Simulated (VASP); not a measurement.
Output of a VASP run:

### OUTCAR
```
 ion  position               nearest neighbor table
   1  0.667  0.333  0.500-   4 1.87   4 1.87   4 1.87   3 1.88   2 3.04   2 3.04   2 3.04   2 3.04
                             2 3.04   2 3.04
   2  0.333  0.667  0.000-   3 1.87   3 1.87   3 1.87   4 1.88   1 3.04   1 3.04   1 3.04   1 3.04
                             1 3.04   1 3.04
   3  0.667  0.333  0.882-   2 1.87   2 1.87   2 1.87   1 1.88
   4  0.333  0.667  0.382-   1 1.87   1 1.87   1 1.87   2 1.88
  LATTYP: Found a hexagonal cell.
 ALAT       =     3.0792581301
 C/A-ratio  =     1.6007085396
 Subroutine PRICEL returns:
 Original cell was already a primitive cell.
 Subroutine GETGRP returns: Found 12 space group operations
The static configuration has the point symmetry C_3v.
 The point group associated with its full space group is C_6v.
The dynamic configuration has the point symmetry C_3v.
 Subroutine INISYM returns: Found 12 space group operations
 Subroutine IBZKPT returns following result:
 Found     30 irreducible k-points:

 Following reciprocal coordinates:
            Coordinates               Weight
  0.000000  0.000000  0.000000      1.000000
  0.125000  0.000000  0.000000      6.000000
  0.250000  0.000000  0.000000      6.000000
  0.375000  0.000000  0.000000      6.000000
  0.500000  0.000000  0.000000      3.000000
  0.125000  0.125000  0.000000      6.000000
  0.250000  0.125000  0.000000     12.000000
  0.375000  0.125000  0.000000     12.000000
  0.250000  0.250000  0.000000      6.000000
  0.375000  0.250000  0.000000      6.000000
  0.000000  0.000000  0.200000      2.000000
  0.125000  0.000000  0.200000     12.000000
  0.250000  0.000000  0.200000     12.000000
  0.375000  0.000000  0.200000     12.000000
  0.500000  0.000000  0.200000      6.000000
  0.125000  0.125000  0.200000     12.000000
  0.250000  0.125000  0.200000     24.000000
  0.375000  0.125000  0.200000     24.000000
  0.250000  0.250000  0.200000     12.000000
  0.375000  0.250000  0.200000     12.000000
  0.000000  0.000000  0.400000      2.000000
  0.125000  0.000000  0.400000     12.000000
  0.250000  0.000000  0.400000     12.000000
  0.375000  0.000000  0.400000     12.000000
  0.500000  0.000000  0.400000      6.000000
  0.125000  0.125000  0.400000     12.000000
  0.250000  0.125000  0.400000     24.000000
  0.375000  0.125000  0.400000     24.000000
  0.250000  0.250000  0.400000     12.000000
  0.375000  0.250000  0.400000     12.000000
   k-points           NKPTS =     30   k-points in BZ     NKDIM =     30   number of bands    NBANDS=     12
   number of dos      NEDOS =    301   number of ions     NIONS =      4
   total plane-waves  NPLWV =  23040
   dimension x,y,z NGX =    24 NGY =   24 NGZ =   40
   dimension x,y,z NGXF=    48 NGYF=   48 NGZF=   80
   ions per type =               2   2
   PREC   = accura    normal or accurate (medium, high low for compatibility)
   ISTART =      0    job   : 0-new  1-cont  2-samecut
   ICHARG =      2    charge: 1-file 2-atom 10-const
   ISPIN  =      1    spin polarized calculation?
   LNONCOLLINEAR =      F non collinear calculations
   LSORBIT =      F    spin-orbit coupling
   INIWAV =      1    electr: 0-lowe 1-rand  2-diag
   ENCUT  =  520.0 eV  38.22 Ry    6.18 a.u.   5.73  5.73  9.16*2*pi/ulx,y,z
   NELM   =    100;   NELMIN=  2; NELMDL= -5     # of ELM steps
   EDIFF  = 0.1E-06   stopping-criterion for ELM
   LREAL  =      F    real-space projection
   NLSPLINE    = F    spline interpolate recip. space projectors
   LMAXMIX     =    2 max onsite mixed and CHGCAR
   VOSKOWN=      0    Vosko Wilk Nusair interpolation
   EDIFFG = -.1E-01   stopping-criterion for IOM
   NSW    =     30    number of steps for IOM
   NBLOCK =      1;   KBLOCK =     30    inner block; outer block
   IBRION =      2    ionic relax: 0-MD 1-quasi-New 2-CG
   NFREE  =      1    steps in history (QN), initial steepest desc. (CG)
   ISIF   =      4    stress and relaxation
   ISYM   =      2    0-nonsym 1-usesym 2-fastsym
   TEIN   =    0.0    initial temperature
...
```

OSZICAR:
```
...
DAV:   4    -0.332408528875E+02   -0.29794E-01   -0.29790E-01   804   0.543E+00
DAV:   5    -0.332412387871E+02   -0.38590E-03   -0.38589E-03   924   0.633E-01    0.126E+01
DAV:   6    -0.284543750282E+02    0.47869E+01   -0.16362E+01   860   0.314E+01    0.464E+00
DAV:   7    -0.284727612936E+02   -0.18386E-01   -0.68053E-01   788   0.663E+00    0.307E+00
DAV:   8    -0.284801548129E+02   -0.73935E-02   -0.72047E-02   812   0.285E+00    0.463E-01
DAV:   9    -0.284761285173E+02    0.40263E-02   -0.19376E-02   924   0.108E+00    0.240E-01
DAV:  10    -0.284769130391E+02   -0.78452E-03   -0.29607E-03   808   0.423E-01    0.141E-01
DAV:  11    -0.284768159069E+02    0.97132E-04   -0.32847E-04   836   0.143E-01    0.315E-02
DAV:  12    -0.284768202128E+02   -0.43059E-05   -0.13109E-05   764   0.379E-02    0.105E-02
DAV:  13    -0.284768198253E+02    0.38746E-06   -0.84647E-06   884   0.220E-02    0.667E-03
DAV:  14    -0.284768197943E+02    0.31058E-07   -0.66950E-07   824   0.737E-03
   1 F= -.28476820E+02 E0= -.28476820E+02  d E =-.284768E+02
       N       E                     dE             d eps       ncg     rms          rms(c)
DAV:   1    -0.284770274974E+02   -0.20767E-03   -0.97404E-03   720   0.947E-01    0.492E-02
DAV:   2    -0.284769789893E+02    0.48508E-04   -0.76311E-05   900   0.854E-02    0.278E-02
DAV:   3    -0.284769530114E+02    0.25978E-04   -0.36186E-05   896   0.537E-02    0.180E-03
DAV:   4    -0.284769532509E+02   -0.23946E-06   -0.23585E-06   792   0.144E-02    0.150E-03
DAV:   5    -0.284769532459E+02    0.49400E-08   -0.35479E-08   436   0.193E-03
   2 F= -.28476953E+02 E0= -.28476953E+02  d E =-.133452E-03
       N       E                     dE             d eps       ncg     rms          rms(c)
DAV:   1    -0.284770360841E+02   -0.82833E-04   -0.73557E-03   720   0.822E-01    0.428E-02
DAV:   2    -0.284769993892E+02    0.36695E-04   -0.57661E-05   900   0.742E-02    0.241E-02
DAV:   3    -0.284769797568E+02    0.19632E-04   -0.27318E-05   892   0.467E-02    0.157E-03
DAV:   4    -0.284769799368E+02   -0.18002E-06   -0.17893E-06   788   0.125E-02    0.131E-03
DAV:   5    -0.284769799311E+02    0.56999E-08   -0.27243E-08   412   0.169E-03
   3 F= -.28476980E+02 E0= -.28476980E+02  d E =-.160137E-03
       N       E                     dE             d eps       ncg     rms          rms(c)
DAV:   1    -0.284769558070E+02    0.24130E-04   -0.18288E-02   720   0.124E+00    0.218E-02
DAV:   2    -0.284769717566E+02   -0.15950E-04   -0.26888E-04   844   0.144E-01    0.144E-02
DAV:   3    -0.284769645001E+02    0.72565E-05   -0.83620E-06   824   0.338E-02    0.560E-03
DAV:   4    -0.284769641667E+02    0.33340E-06   -0.68916E-06   836   0.229E-02    0.243E-03
DAV:   5    -0.284769641759E+02   -0.92192E-08   -0.46759E-07   644   0.660E-03
   4 F= -.28476964E+02 E0= -.28476964E+02  d E =0.157552E-04
       N       E                     dE             d eps       ncg     rms          rms(c)
DAV:   1    -0.284769957622E+02   -0.31596E-04   -0.58092E-03   720   0.701E-01    0.123E-02
DAV:   2    -0.284770005537E+02   -0.47915E-05   -0.84834E-05   844   0.812E-02    0.828E-03
DAV:   3    -0.284769983163E+02    0.22373E-05   -0.28200E-06   824   0.196E-02    0.312E-03
DAV:   4    -0.284769982379E+02    0.78491E-07   -0.22304E-06   824   0.129E-02    0.139E-03
DAV:   5    -0.284769982408E+02   -0.29841E-08   -0.13304E-07   464   0.355E-03
   5 F= -.28476998E+02 E0= -.28476998E+02  d E =-.183098E-04
```

OUTCAR:
```
------------------------ aborting loop because EDIFF is reached ----------------------------------------
  FORCE on cell =-STRESS in cart. coord.  units (eV):
  Direction    XX          YY          ZZ          XY          YZ          ZX
  --------------------------------------------------------------------------------------
  Total        3.3045265      3.3045265      3.3187130      0.0000000      0.0000000      0.0000000
  in kB      130.8093044    130.8093037    131.3708765      0.0000000      0.0000000      0.0000000
  external PRESSURE =     130.9964949 kB  Pullay stress =       0.0000000 kB
  volume of cell :       40.47
      direct lattice vectors                 reciprocal lattice vectors
     1.541134299 -2.669322901  0.000000000     0.324436358 -0.187313419  0.000000000
     1.541134299  2.669322901  0.000000000     0.324436358  0.187313419 -0.000000000
     0.000000000  0.000000000  4.919371152     0.000000000  0.000000000  0.203278014
  FREE ENERGIE OF THE ION-ELECTRON SYSTEM (eV)
  ---------------------------------------------------
  free  energy   TOTEN  =       -28.4769982408 eV

  energy  without entropy=      -28.4769982408  energy(sigma->0) =      -28.47699824

 reached required accuracy - stopping structural energy minimisation
```
(Selected blocks of OUTCAR.)

### POSCAR
```
AlN
1
    1.5396290676    -2.6667157640     0.0000000000
    1.5396290676     2.6667157640     0.0000000000
    0.0000000000     0.0000000000     4.9289947845
Al N
2 2
Direct
  0.6666670000   0.3333330000   0.5000229382
  0.3333330000   0.6666670000   0.0000229382
  0.6666670000   0.3333330000   0.8819770618
  0.3333330000   0.6666670000   0.3819770618
```

**Question.** Write an INCAR and KPOINTS that could have produced this output.

**Answer.** This is not unique; one that fits is the input of the run itself, revPBE GGA, plane waves, VASP's PBE PAW potentials (set 64).

**INCAR**
```
SYSTEM = AlN
PREC = Accurate
ENCUT = 520
EDIFF = 1E-7
NELM = 100
ALGO = Normal
LREAL = .FALSE.
LASPH = .TRUE.
ISMEAR = 0
SIGMA = 0.05
GGA = RE
LWAVE = .FALSE.
LCHARG = .FALSE.
ISIF = 4
IBRION = 2
NSW = 30
EDIFFG = -0.01
```

KPOINTS:
```
Automatic mesh
0
Gamma
8 8 5
0 0 0
```

POTCAR, in this order: Al N (PBE.64 set). Program: vasp_std.

The compound is AlN in the wurtzite structure. This cell is one point of a volume scan, at 0.94 of the reference volume. Symmetry was kept, so distortions that lower it aren't found.
